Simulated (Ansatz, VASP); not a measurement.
## Cross-check of Ca2Al10Zn2Si10O39 between VASP and Ansatz

Aim: how closely do two programs agree when they are given the same cell, functional and k mesh? Of the first pair: The structure shown is frame 67 of Ansatz's trajectory.

Method: plane waves, with VASP 6.6.1 beside it; single point at PBE, in Ansatz 0.2.0.

### 1. The starting structure

The cell holds 63 atoms: 10 Si, 10 Al, 2 Zn, 2 Ca and 39 O. Cell: a = 9.234 Å, b = 9.234 Å, c = 9.234 Å, α = 90.0°, β = 90.0°, γ = 90.0°. As first built, before any earlier steps moved the atoms (in the runner's words): 63 atoms (10 Si, 10 Al, 2 Zn, 2 Ca, 39 O) placed at random at 2.76 g/cm^3, melted at 4000 K for 10 ps at fixed volume with the Morse and Coulomb pair potential with partial charges (Pedone, Malavasi, Menziani, Cormack and Segre, J. Phys. Chem. B 110, 11780 (2006)). Quenched from 4000 K to 300 K at 6 K/ps and fixed volume, held 10 ps at zero pressure.

### 2. Ansatz: dynamics, PBE

Ansatz runs on its default PAW (the set named soft_2) files.

One frame of this run of dynamics is then solved in both programs, so the motion causes no difference.

input.yaml

```yaml
crystal:
  lattice:
    - [9.23443, 0.0, 0.0]
    - [0.0, 9.23443, 0.0]
    - [0.0, 0.0, 9.23443]
  atoms:
    - { symbol: Si, position: [0.34369, 0.04343, 0.14582] }
    - { symbol: Si, position: [0.37259, 0.95577, 0.8183] }
    - { symbol: Si, position: [0.31883, 0.90271, 0.4377] }
    - { symbol: Si, position: [0.02418, 0.70117, 0.0926] }
    - { symbol: Si, position: [0.64204, 0.77648, 0.91545] }
    - { symbol: Si, position: [0.31893, 0.44485, 0.7671] }
    - { symbol: Si, position: [0.52547, 0.38602, 0.53303] }
    - { symbol: Si, position: [0.61174, 0.14757, 0.72893] }
    - { symbol: Si, position: [0.5916, 0.70619, 0.46505] }
    - { symbol: Si, position: [0.05725, 0.05144, 0.74011] }
    - { symbol: Al, position: [0.84397, 0.32319, 0.22146] }
    - { symbol: Al, position: [0.80057, 0.84886, 0.65227] }
    - { symbol: Al, position: [0.50396, 0.31972, 0.19675] }
    - { symbol: Al, position: [0.02407, 0.31811, 0.91861] }
    - { symbol: Al, position: [0.22032, 0.24494, 0.51026] }
    - { symbol: Al, position: [0.69625, 0.58017, 0.17816] }
    - { symbol: Al, position: [0.14338, 0.74442, 0.67073] }
    - { symbol: Al, position: [0.92292, 0.59078, 0.80842] }
    - { symbol: Al, position: [0.18073, 0.35786, 0.19001] }
    - { symbol: Al, position: [0.67719, 0.08894, 0.06538] }
    - { symbol: Zn, position: [0.0111, 0.07036, 0.10426] }
    - { symbol: Zn, position: [0.66152, 0.40989, 0.9143] }
    - { symbol: Ca, position: [0.025, 0.57398, 0.42349] }
    - { symbol: Ca, position: [0.37649, 0.68023, 0.11614] }
    - { symbol: O, position: [0.13979, 0.6029, 0.19636] }
    - { symbol: O, position: [0.55058, 0.55553, 0.53686] }
    - { symbol: O, position: [0.36149, 0.3563, 0.60685] }
    - { symbol: O, position: [0.99394, 0.6308, 0.64998] }
    - { symbol: O, position: [0.08717, 0.18623, 0.64047] }
    - { symbol: O, position: [0.22191, 0.15743, 0.15986] }
    - { symbol: O, position: [0.21378, 0.93588, 0.75247] }
    - { symbol: O, position: [0.03944, 0.66015, 0.92516] }
    - { symbol: O, position: [0.04774, 0.86565, 0.10239] }
    - { symbol: O, position: [0.67763, 0.38754, 0.12388] }
    - { symbol: O, position: [0.68464, 0.91399, 0.00594] }
    - { symbol: O, position: [0.97435, 0.91004, 0.68811] }
    - { symbol: O, position: [0.76632, 0.72586, 0.79922] }
    - { symbol: O, position: [0.19511, 0.80398, 0.49681] }
    - { symbol: O, position: [0.86334, 0.65016, 0.13404] }
    - { symbol: O, position: [0.34479, 0.95922, 0.99223] }
    - { symbol: O, position: [0.44225, 0.09728, 0.76708] }
    - { symbol: O, position: [0.35732, 0.39519, 0.12857] }
    - { symbol: O, position: [0.29052, 0.07122, 0.47407] }
    - { symbol: O, position: [0.1512, 0.3485, 0.37195] }
    - { symbol: O, position: [0.74298, 0.77695, 0.496] }
    - { symbol: O, position: [0.46665, 0.83578, 0.4927] }
    - { symbol: O, position: [0.66002, 0.18471, 0.89286] }
    - { symbol: O, position: [0.18767, 0.36247, 0.84586] }
    - { symbol: O, position: [0.47032, 0.44342, 0.84465] }
    - { symbol: O, position: [0.61494, 0.64339, 0.01635] }
    - { symbol: O, position: [0.70655, 0.01891, 0.68032] }
    - { symbol: O, position: [0.62584, 0.28431, 0.62941] }
    - { symbol: O, position: [0.5033, 0.12412, 0.15224] }
    - { symbol: O, position: [0.87107, 0.42375, 0.85604] }
    - { symbol: O, position: [0.58188, 0.66768, 0.3003] }
    - { symbol: O, position: [0.33402, 0.90993, 0.26408] }
    - { symbol: O, position: [0.014, 0.11824, 0.88489] }
    - { symbol: O, position: [0.01, 0.341, 0.10193] }
    - { symbol: O, position: [0.49672, 0.83162, 0.81996] }
    - { symbol: O, position: [0.81639, 0.44753, 0.34786] }
    - { symbol: O, position: [0.26723, 0.61073, 0.72777] }
    - { symbol: O, position: [0.81924, 0.14061, 0.17512] }
    - { symbol: O, position: [0.50144, 0.32927, 0.37365] }
kpoints:
  mp_grid: { grid: [1, 1, 1] }
hamiltonian:
  xc: pbe
scf:
  occupations: { method: fermi_dirac, width: 0.078 }
output:
  forces: true
md:
  timestep: 1.0
  n_steps: 200
  ensemble: nve
  temperature: 900
  initial_velocities: maxwell_boltzmann
  seed: 3054
```

Started as:

```bash
$ ansatz run input.yaml --threads 4 --pin off --max-ram 8192MiB --backend cpu --events-out ev --progress --plain --runs-dir out
```

Numbers of over 12 decimals in the logs are rounded to 6 here.

Log:

```text
Warning: md: disabling space-group detection — thermal motion breaks the input geometry's symmetry, so no spatial operation reduces the k-mesh or symmetrises the density; time reversal is kept, so that k and −k are solved as one point where they differ and the mesh holds both, and exact exchange and, on two spinor components, a DFT+U term hold to it where the run has them: on two components no moment then forms, and  [...]
Engine: ansatz 0.2.0, x86_64-unknown-linux-gnu
Pseudopotentials: kind: paw
Pseudopotential: Si, paw, valence charge 4, recommended cutoff 420 eV (normal), Si.paw.azcp
Pseudopotential: Al, paw, valence charge 3, recommended cutoff 420 eV (normal), Al.paw.azcp
Pseudopotential: Zn, paw, valence charge 12, recommended cutoff 420 eV (normal), Zn.paw.azcp
Pseudopotential: Ca, paw, valence charge 10, recommended cutoff 420 eV (normal), Ca.paw.azcp
Pseudopotential: O, paw, valence charge 6, recommended cutoff 420 eV (normal), O.paw.azcp
Functional definition: PBE
  parameter kappa = 0.804
  parameter beta = 0.066725
  exchange = pbe_x(kappa = kappa, mu = beta*pi^2/3)
  correlation = pbe_c(beta = beta)
Crystal: 63 atoms, lattice volume = 787.463 Å³
Basis set: ecut = 420 eV, 15515 PW (Γ), exchange–correlation on 128×128×128 points (8 copies of the dense FFT grid, shifted against one another)
Bands: 237, of which v1, the nominal top of the filled ones, is band 174 counted from 1 (173 counted from 0)
Symmetry: 1 space group operations
k-points: 1
Non-local potential: Si, projectors of the file, l = 0: 2, l = 1: 2, l = 2: 2
Non-local potential: Al, projectors of the file, l = 0: 2, l = 1: 2, l = 2: 1
Non-local potential: Zn, projectors of the file, l = 0: 2, l = 1: 2, l = 2: 3, l = 3: 1
Non-local potential: Ca, projectors of the file, l = 0: 3, l = 1: 2, l = 2: 2
Non-local potential: O, projectors of the file, l = 0: 2, l = 1: 2, l = 2: 1
PAW form: soft (Blöchl's): semilocal exchange-correlation on the pseudo side does not see the compensation charge
PAW one-centre angular grid: Si, 110 points (default); XC on 64 Gauss nodes
PAW one-centre angular grid: Al, 110 points (default); XC on 64 Gauss nodes
PAW one-centre angular grid: Zn, 590 points (default); XC on 64 Gauss nodes
PAW one-centre angular grid: Ca, 110 points (default); XC on 64 Gauss nodes
PAW one-centre angular grid: O, 110 points (default); XC on 64 Gauss nodes
Initial density: superposition of atomic densities (neutral atoms: chi_scale 0, normalization atom), corrected by the library's trained network
Initial wavefunctions: pseudopotential atomic-orbital guess
Functional: x = pbe(κ = 0.804, μ = 0.219515), c = pbe(β = 0.066725)
SCF iter   1: F=—  HF=-44203.100700 eV  |F-HF|=—  |Δ(HF+E_count)|=         —  Δρ=2.60e-3  dr2=8.60e-2  ethr=1.77e-3  ⟨swp⟩=8.0  Hψ=1244  notcnv=0  defer=23
preconditioner: auto → Resta (q_TF=auto, 2.381 Å⁻¹)  ε∞=3.5  [insulator: Δε(μ)=3.601 eV  Ē_g=15.666 eV  σ=0.078 eV  W_gap=1.00  n_scr=178 (ndim 8)  ℏωp=24.5 eV  f_vac=0.117  D(μ)=0.00/eV (n_scr^D=0)  ε∞_Penn≈3.5]
SCF iter   2: F=—  HF=-44203.092866 eV  |F-HF|=—  |Δ(HF+E_count)|=   7.83e-3  Δρ=1.44e-3  dr2=2.04e-2  ethr=2.47e-5  ⟨swp⟩=2.0  Hψ=443  notcnv=0  defer=37
SCF iter   3: F=—  HF=-44203.091592 eV  |F-HF|=—  |Δ(HF+E_count)|=   1.27e-3  Δρ=6.07e-4  dr2=6.55e-3  ethr=5.86e-6  ⟨swp⟩=2.0  Hψ=307  notcnv=0  defer=37
SCF iter   4: F=—  HF=-44203.090913 eV  |F-HF|=—  |Δ(HF+E_count)|=   6.79e-4  Δρ=2.44e-4  dr2=5.81e-4  ethr=1.88e-6  ⟨swp⟩=2.0  Hψ=307  notcnv=0  defer=37
SCF iter   5: F=—  HF=-44203.090870 eV  |F-HF|=—  |Δ(HF+E_count)|=   4.29e-5  Δρ=1.45e-4  dr2=1.55e-4  ethr=1.67e-7  ⟨swp⟩=2.0  Hψ=307  notcnv=0  defer=37
SCF iter   6: F=—  HF=-44203.090913 eV  |F-HF|=—  |Δ(HF+E_count)|=   4.28e-5  Δρ=5.14e-5  dr2=2.06e-5  ethr=4.47e-8  ⟨swp⟩=2.0  Hψ=307  notcnv=0  defer=37
SCF iter   7: F=—  HF=-44203.092170 eV  |F-HF|=—  |Δ(HF+E_count)|=   1.26e-3  Δρ=2.45e-5  dr2=4.07e-6  ethr=5.91e-9  ⟨swp⟩=2.0  Hψ=411  notcnv=0  defer=54
SCF iter   8: F=—  HF=-44203.092171 eV  |F-HF|=—  |Δ(HF+E_count)|=   6.87e-7  Δρ=1.01e-5  dr2=8.89e-7  ethr=1.17e-9  ⟨swp⟩=2.0  Hψ=307  notcnv=0  defer=54
SCF iter   9: F=—  HF=-44203.092171 eV  |F-HF|=—  |Δ(HF+E_count)|=   5.96e-7  Δρ=4.33e-6  dr2=1.57e-7  ethr=2.56e-10  ⟨swp⟩=2.0  Hψ=307  notcnv=0  defer=54
SCF iter  10: F=-44203.092172 eV  HF=-44203.092172 eV  |F-HF|=7.13e-9  |Δ(HF+E_count)|=   6.48e-8  Δρ=1.73e-6  dr2=2.31e-8  ethr=1.81e-11  ⟨swp⟩=4.0  Hψ=715  notcnv=0
SCF 1 converged in 10 iterations: F = -44203.092172 eV  dr2 = 2.31e-8
[...]
md step   191: t =   191.00 fs  T =   764.0 K  F+E_penalty+E_count = -44201.99308853 eV  E_kin = 6.122736 eV  conserved = -44195.87035223 eV  (4 SCF iters)
[... from here on, the SCF cycles and remarks between the steps are left out ...]
md step   192: t =   192.00 fs  T =   775.1 K  F+E_penalty+E_count = -44202.08349872 eV  E_kin = 6.212113 eV  conserved = -44195.87138549 eV  (4 SCF iters)
md step   193: t =   193.00 fs  T =   792.2 K  F+E_penalty+E_count = -44202.22127558 eV  E_kin = 6.348525 eV  conserved = -44195.87275031 eV  (4 SCF iters)
md step   194: t =   194.00 fs  T =   812.5 K  F+E_penalty+E_count = -44202.38526351 eV  E_kin = 6.511128 eV  conserved = -44195.87413544 eV  (4 SCF iters)
md step   195: t =   195.00 fs  T =   833.3 K  F+E_penalty+E_count = -44202.55370421 eV  E_kin = 6.678423 eV  conserved = -44195.87528146 eV  (4 SCF iters)
md step   196: t =   196.00 fs  T =   852.5 K  F+E_penalty+E_count = -44202.70830328 eV  E_kin = 6.832264 eV  conserved = -44195.87603940 eV  (4 SCF iters)
md step   197: t =   197.00 fs  T =   868.5 K  F+E_penalty+E_count = -44202.83664392 eV  E_kin = 6.960259 eV  conserved = -44195.87638529 eV  (3 SCF iters)
md step   198: t =   198.00 fs  T =   880.5 K  F+E_penalty+E_count = -44202.93274662 eV  E_kin = 7.056362 eV  conserved = -44195.87638483 eV  (4 SCF iters)
md step   199: t =   199.00 fs  T =   888.4 K  F+E_penalty+E_count = -44202.99622234 eV  E_kin = 7.120082 eV  conserved = -44195.87614007 eV  (4 SCF iters)
md step   200: t =   200.00 fs  T =   892.8 K  F+E_penalty+E_count = -44203.03080648 eV  E_kin = 7.155068 eV  conserved = -44195.87573837 eV  (8 SCF iters)
SCF converged after 8 iterations
Free energy (F): -44203.030806 eV
Harris-Foulkes:  -44203.030806 eV  (|F-HF|=7.19e-9)
Internal energy: -44203.030806 eV  (E = F + TS)
E sigma→0 (E₀):  -44203.030806 eV
Fermi energy:    6.158658 eV
--- Per-component energies (eV) ---
  E_band       = -1187.272374
  E_kinetic    = 8474.877786
  E_local      = -25207.027394  (includes V_loc(G=0)·N_el)
  E_nonlocal   = 3581.756104
  E_hartree    = 9659.170355
  E_xc         = -4411.133566
  E_vxc        = -4922.394296  (∫ρ·V_xc dr)
  E_paw        = -21382.590031  (= ΣΔE_a)
  E_vpaw       = -2432.922446  (= ΣTr[D̂ρ^β])
  E_aug_tail   = 0.098214  (compensation charges beyond the density's cutoff)
  E_ewald      = -14918.182274
  E_smearing   = -0.000000  (= −TS)
  E_closure    = -0.000000  (closes the sum)
  Σ components = -44203.030806   (vs F -44203.030806, Δ=0.00e0)
--- Forces (eV/Å), atoms counted from 1 ---
  atom   1  Si     3.91546232    -4.01274890    -1.51739167
  atom   2  Si     2.10307126     0.05090725     0.31008609
  atom   3  Si    -0.43450231     1.07350351    -2.36482046
  atom   4  Si    -0.18324258    -0.53270078     0.90056538
  atom   5  Si    -1.47213607     0.46402811    -0.70925303
  atom   6  Si    -1.58087461     0.84241274    -0.37983257
  atom   7  Si    -0.52684702    -2.43057279     4.00116455
  atom   8  Si     0.44093482    -0.41899846     1.75748672
  atom   9  Si     0.25579020     3.41634120    -0.23208565
  atom  10  Si     2.77125808     1.88846348    -0.79458325
  atom  11  Al    -1.59060921    -0.13798323    -0.22859185
  atom  12  Al    -2.46473352    -1.91561750    -0.76335605
  atom  13  Al     1.07184186    -1.06853632     0.60612913
  atom  14  Al     1.09044026     2.04671070     1.10703374
  atom  15  Al     0.11030191    -0.42680131     1.97580435
  atom  16  Al    -0.67805258    -0.03301334    -1.30814440
  atom  17  Al     1.21077519    -0.77197526     0.27870170
  atom  18  Al     1.05670366    -1.95296901     0.32290772
  atom  19  Al     0.42446643     1.07202094    -2.33069411
  atom  20  Al     2.57367012     1.05289866     0.80355150
  atom  21  Zn    -1.23244308    -0.14112723    -0.23462249
  atom  22  Zn     1.75355316    -0.81550320     0.69444792
  atom  23  Ca    -0.43337002    -0.94217843    -2.42800508
  atom  24  Ca     0.64960876     0.27473905    -0.29083160
[...]
atom  56  O     -1.06080122     0.48761392     0.56942342
  atom  57  O     -0.21003117    -2.37023192    -0.08737746
  atom  58  O     -0.13463903     0.95187710     0.64327831
  atom  59  O      1.03503985     0.14531512     1.15112504
  atom  60  O      2.32394632     0.15036426     1.52321552
  atom  61  O      0.73490217    -0.95977372     0.48021034
  atom  62  O     -0.48989183    -0.76463338    -0.23385698
  atom  63  O     -0.72101986    -1.40232051    -1.94502180
  max |Σ_I F_I| component: 1.78e-4 eV/Å
--- MD trajectory: 200 steps, t = 0.0 → 200.0 fs ---
  final state: T = 892.8 K   F+E_penalty+E_count = -44203.03080648 eV   E_kin = 7.155068 eV
  conserved energy: peak-to-peak 1.085e-2 eV (1.722e-4 eV/atom) over 200.0 fs
```

Reading the cycles: dr2 is the Hartree energy of the density residual (eV), the measure of convergence; HF is the Harris–Foulkes estimate of the energy, which meets the free energy F at convergence.

### 3. VASP: single point, PBE, pair 1

The same cell, functional, mesh and smearing now go to VASP, with its own data sets.

Lines of VASP's logs that name or quote its potential files are left out, and so is its time.

INCAR

```
SYSTEM = Ca2Al10Zn2Si10O39
PREC = Accurate
ENCUT = 520
EDIFF = 1E-06
NELM = 120
ISMEAR = -1
SIGMA = 0.078
LREAL = Auto
ALGO = Normal
GGA = PE
NBANDS = 224
LORBIT = 11
LWAVE = .FALSE.
LCHARG = .FALSE.
ISIF = 2
LASPH = .TRUE.
GGA_COMPAT = .FALSE.
EFERMI = MIDGAP
NCORE = 2
```

POSCAR

```
Ca2Al10Zn2Si10O39
1.0
    9.2344300000      0.0000000000      0.0000000000
    0.0000000000      9.2344300000      0.0000000000
    0.0000000000      0.0000000000      9.2344300000
Si Al Zn Ca O
10 10 2 2 39
Direct
    0.3366856428      0.0327361840      0.1337386282
    0.3868674082      0.9412275582      0.8258008345
    0.3250444261      0.9086538097      0.4386518713
    0.0235964754      0.6790023856      0.1112358857
    0.6479988478      0.7665118475      0.9156060526
    0.3029856743      0.4782861530      0.7878450538
    0.5081526418      0.4003387323      0.5368171073
    0.6314845637      0.1415138780      0.7299421838
    0.5881467508      0.7069737926      0.4640026509
    0.0743630089      0.0476694284      0.7347394479
    0.8455854882      0.3190559677      0.2042573283
    0.8148851635      0.8621755755      0.6284849200
    0.4893209435      0.3193158647      0.2072569720
    0.0128973851      0.3105551723      0.9032284613
    0.2357698309      0.2504648365      0.5134263837
    0.7186366673      0.5606193344      0.2186816079
    0.1543138017      0.7532029589      0.6587195961
    0.9218435789      0.6221066162      0.8172025777
    0.1724199545      0.3876795861      0.1798703331
    0.6680650565      0.0885273915      0.0617796659
    0.9977259019      0.0500301589      0.1117015344
    0.6573334792      0.4191920887      0.8864434513
    0.0086957181      0.5691526169      0.4122398459
    0.3642022301      0.6696136091      0.1008724956
    0.1403118547      0.5893596031      0.1992759705
    0.5584751847      0.5619513061      0.5450796638
    0.3341949638      0.3923469018      0.6185005463
    0.0041442731      0.6420861927      0.6500996813
    0.1039262846      0.1860428852      0.6374080479
    0.2052427708      0.1390123700      0.1518664390
    0.2211614577      0.9455483446      0.7461532547
    0.0590507481      0.6513991659      0.9414766261
    0.0431970354      0.8539455061      0.1388499344
    0.6614593429      0.3761250018      0.1302733358
    0.6413281599      0.9068453602      0.0175971879
    0.9887453801      0.9166348112      0.6680650565
    0.7862315270      0.7490554371      0.7997569964
    0.2226991812      0.7887655221      0.4883571590
    0.8690520151      0.6205472346      0.1717485541
    0.3512290417      0.9243125997      0.0012420907
    0.4571803566      0.0879101363      0.7796149844
    0.3553440765      0.4376664288      0.1708389148
    0.2955786118      0.0715799459      0.4675545756
    0.1485960693      0.3397610897      0.3863909305
    0.7499001021      0.7566357642      0.4884546204
    0.4913568027      0.8658033035      0.4815781808
    0.6992310300      0.1827508574      0.8810614191
    0.1722358608      0.3861093755      0.8486501062
    0.4566064175      0.4450626622      0.8620239690
    0.6331630647      0.6228754780      0.0102442706
    0.7066272634      0.0176296750      0.6530451798
    0.6147320409      0.3033213745      0.6503704073
    0.4824661620      0.1504586639      0.1254652426
    0.8631068729      0.4239135496      0.8361750536
    0.5927382632      0.6649354643      0.2974412064
    0.3351804064      0.8955073567      0.2535186254
    0.0197196795      0.1188162128      0.8895838725
    0.9954951199      0.3586252752      0.1048034367
    0.5086724357      0.8100554122      0.7944074512
    0.8124053136      0.4363994313      0.3566110740
    0.2720254526      0.6494066228      0.7586716235
    0.8180580718      0.1293420384      0.1854148009
    0.4983956779      0.3201930168      0.3885567382
```

KPOINTS

```
Automatic mesh
0
Gamma
1 1 1
0 0 0
```

The projector-augmented-wave data sets are Si, Al, Zn, Ca_sv and O (PBE family, release 64).

Started as:

```bash
$ mpirun -np 8 vasp_gam
```

Log:

```text
[banner, memory and clock lines left out]
running    8 mpi-ranks, on    1 nodes
[...]
LDA part: xc-table for (Slater+PW92), standard interpolation
 POSCAR, INCAR and KPOINTS ok, starting setup
[...]
entering main loop
       N       E                     dE             d eps       ncg     rms          rms(c)
DAV:   1     0.425191488379E+04    0.42519E+04   -0.19144E+05   448   0.163E+03
DAV:   2     0.214634918686E+02   -0.42305E+04   -0.39932E+04   536   0.434E+02
DAV:   3    -0.499892835913E+03   -0.52136E+03   -0.51416E+03   496   0.175E+02
DAV:   4    -0.524568009611E+03   -0.24675E+02   -0.24497E+02   560   0.399E+01
[...]
DAV:  17    -0.455342372085E+03    0.28348E-05   -0.45601E-05   664   0.325E-02    0.121E-02
DAV:  18    -0.455342372020E+03    0.64461E-07   -0.35425E-05   656   0.237E-02    0.641E-03
DAV:  19    -0.455342371532E+03    0.48856E-06   -0.51595E-06   520   0.100E-02
   1 F= -.45534237E+03 E0= -.45534237E+03  d E =-.186534E-08
```

OUTCAR, selected parts (step 3):

```text
  Total       37.6546086     17.5584863     31.7919720     14.7813593      5.0183883      0.3926155
  in kB       76.6122892     35.7245999     64.6841341     30.0742411     10.2104425      0.7988177
  external PRESSURE =      59.0070077 kB  Pullay stress =       0.0000000 kB

 POSITION                                       TOTAL-FORCE (eV/Angst)
 -----------------------------------------------------------------------------------
      3.10910      0.30230      1.23500         0.361655     -0.399900      2.586686
      3.57250      8.69170      7.62580         0.630798     -1.707870      0.082031
      3.00160      8.39090      4.05070         3.250352      1.518203     -3.356950
      0.21790      6.27020      1.02720        -1.503489      3.682733     -0.976153
      5.98390      7.07830      8.45510        -1.813053      1.225252     -1.185017
      2.79790      4.41670      7.27530         2.000842     -0.339867     -0.908727
      4.69250      3.69690      4.95720         0.049883     -2.265750      3.349635
      5.83140      1.30680      6.74060        -3.788269      2.151819      0.271753
      5.43120      6.52850      4.28480        -0.813489      4.444008     -1.491748
      0.68670      0.44020      6.78490         0.944200      3.044087      0.273966
      7.80850      2.94630      1.88620        -2.218325     -0.172491      2.299381
      7.52500      7.96170      5.80370        -1.604755      0.128856      0.494512
      4.51860      2.94870      1.91390         0.978023      1.146864     -1.041444
      0.11910      2.86780      8.34080        -1.426126      1.441161     -0.475511
[...]
-----------------------------------------------------------------------------------
    total drift:                               -0.015960     -0.011237      0.004165

  FREE ENERGIE OF THE ION-ELECTRON SYSTEM (eV)
  ---------------------------------------------------
  free  energy   TOTEN  =      -455.3423715315 eV

  energy  without entropy=     -455.3423715297  energy(sigma->0) =     -455.34237153

[... 3 further parts left out ...]
[key lines of the parts left out:]
E-fermi :   4.3066
```

The run ends at a pressure of 5.90 GPa, with forces up to 6.7 eV/Å.

(Continued in part 2 of 3.)

[Lines on the potential files, build, host, timing and source positions are cut from VASP's logs without a mark.]

[Logs are printed without paths, hosts, clocks, repeated set-up lines and the standing remarks that a program may print on its own settings, such as how far it seeks lower states.]

[Hosts, paths, dates, database ids (printed as entryN), source tags and the programs' standing remarks are cut or masked in the printed files.]
